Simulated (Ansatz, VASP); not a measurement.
**One calculation of Al6SiSe3, two programs**

```
CELL_PARAMETERS angstrom
6.09060 0.00000 0.00000
0.00000 6.09060 0.00000
0.00000 0.00000 6.09060
ATOMIC_POSITIONS crystal
Al 0.19323 0.50000 0.50000
Al 0.80677 0.50000 0.50000
Al 0.50000 0.19323 0.50000
Al 0.50000 0.80677 0.50000
Al 0.50000 0.50000 0.19323
Al 0.50000 0.50000 0.80677
Si 0.00000 0.00000 0.00000
Se 0.50000 0.00000 0.00000
Se 0.00000 0.50000 0.00000
Se 0.00000 0.00000 0.50000
```

Alike in both runs: functional PBE; k mesh 6 × 6 × 6; occupations gaussian, width 0.1 eV; no spin polarisation.

Ansatz relaxed the structure, and its values are those at the end. VASP's run is a single point on that final structure, the one shown.

|  | VASP | Ansatz |
| --- | --- | --- |
| version | VASP 6.6.1 | Ansatz 0.2.0 |
| potentials or method | VASP PAW PBE potentials, release 64 (Al, Si, Se) | scalar-relativistic, plane waves, PAW |
| plane-wave cutoff (eV) | 520 | 420 |
| valence electrons in the cell | 40 | 70 |

```csv
,VASP,Ansatz,Ansatz less VASP
gap on the k mesh at the Fermi level (eV),none,none,-
pressure (GPa),0.0,0.0,+0.01
```

A gap of «none» marks a metal or a gap that the smearing closes. The two sets of potentials don't hold the same shells in valence.
